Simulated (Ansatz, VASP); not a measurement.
# One calculation of H16SO10, two programs

```xyz
27
Lattice="6.7969 0.0000 0.0000 0.0000 6.7969 0.0000 0.0000 0.0000 6.7969" Properties=species:S:1:pos:R:3 pbc="T T T"
O     6.7704    5.8956    5.7289
O     6.1024    1.3137    2.9405
O     3.5701    1.3980    0.2749
O     4.4857    3.6858    1.3692
O     1.5539    2.0573    5.4939
O     0.1236    3.6828    7.0011
O     2.0565    5.9620    3.8695
O     0.9575   -0.0359    1.3611
O     3.2438    1.7491    3.5097
O     1.3282    3.2425    3.0070
H     7.4545    5.9970    5.0129
H     7.1231    6.4276    6.4849
H     6.6285    2.1349    3.0607
H     5.1652    1.6018    2.8883
H     3.8827    2.2624    0.6785
H     4.3340    1.0702   -0.2431
H     4.1090    4.5759    1.2690
H     5.3854    3.7315    0.9270
H     0.9837    2.6806    6.0564
H     2.3429    1.7980    6.0732
H     0.6625    3.8773    7.7950
H     0.1027    4.5605    6.4454
H     2.5346    6.8175    3.8836
H     1.6078    5.9927    2.9927
H     0.2740    0.4955    1.8785
H     1.7311    0.5519    1.2677
S     2.5157    2.9914    3.8523
```

Alike in both runs: functional PBE; k mesh 1 × 1 × 1; occupations fermi-dirac, width 0.05 eV; no spin polarisation.

Ansatz relaxed the structure, and its values are those at the end. VASP's run is a single point on that final structure, the one shown.

|  | VASP | Ansatz |
| --- | --- | --- |
| version | VASP 6.6.1 | Ansatz 0.2.0 |
| potentials or method | VASP PAW PBE potentials, release 64 (O, H, S) | scalar-relativistic, plane waves, PAW |
| plane-wave cutoff (eV) | 520 | 420 |
| valence electrons in the cell | 82 | 82 |

```tsv
	VASP	Ansatz	Ansatz less VASP
rms of the force components (eV/Å)	0.119	0.100	-0.0192
```
